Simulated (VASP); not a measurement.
```xyz
2
Lattice="0.0000 2.8997 2.8997 2.8997 0.0000 2.8997 2.8997 2.8997 0.0000" Properties=species:S:1:pos:R:3 pbc="T T T"
Eu     0.0000     0.0000     0.0000
S      2.8997     2.8997     2.8997
```

These are PBE GGA with D3 dispersion (Becke-Johnson damping), VASP's PBE PAW potentials (set 64) (plane waves; VASP) values and carry that method's errors. Numerical set-up: 520 eV cut-off, Gaussian smearing of 0.050 eV, potentials Eu_2 S.

The 4f electrons are frozen in the core of the lanthanide potential, so 4f levels, which can set the real gap, and their magnetism are missing.

Estimate the band gap (along the path) with the smallest direct gap where there is one.

band gap (along the path): 1.90 eV
smallest direct gap (along the path): 2.32 eV

Only differences to runs with the same potentials and settings are physical.

The compound is EuS in the rock salt structure. It was relaxed first, which changed the volume by -8 %.
